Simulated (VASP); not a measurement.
Crystal: ZnIr2O4.

```
CELL_PARAMETERS angstrom
0.00000 4.31457 4.31457
4.31457 0.00000 4.31457
4.31457 4.31457 0.00000
ATOMIC_POSITIONS crystal
Zn 0.75000 0.75000 0.75000
Zn 0.50000 0.50000 0.50000
Ir 0.12500 0.12500 0.62500
Ir 0.12500 0.62500 0.12500
Ir 0.62500 0.12500 0.12500
Ir 0.12500 0.12500 0.12500
O 0.36396 0.36396 0.90811
O 0.36396 0.90811 0.36396
O 0.90811 0.36396 0.36396
O 0.36396 0.36396 0.36396
O 0.88604 0.88604 0.34189
O 0.88604 0.34189 0.88604
O 0.34189 0.88604 0.88604
O 0.88604 0.88604 0.88604
```

The cell comes from a database or a generator and needn't be the stable form of this composition.

Program: VASP 6.6.1. Alike in all runs: task band structure; no spin polarisation; cell as given; k mesh 6 × 6 × 6; cutoff (eV) 520; smearing gaussian 0.03 eV.

**Question.** Order these runs on this cell by their pressure, lowest first.
A. level PBE; potentials or basis VASP PAW PBE potentials, release 64 (Zn, Ir, O)
B. level LDA; potentials or basis VASP PAW LDA potentials, release 64 (Zn, Ir, O)
C. level r2SCAN; potentials or basis VASP PAW PBE potentials, release 64 (Zn, Ir, O)

**Answer.** B (-5.6 GPa), C (4.1 GPa), A (8.7 GPa).

Caveats: the PAW data sets were made with another functional, which shifts forces and pressure a little (some runs).
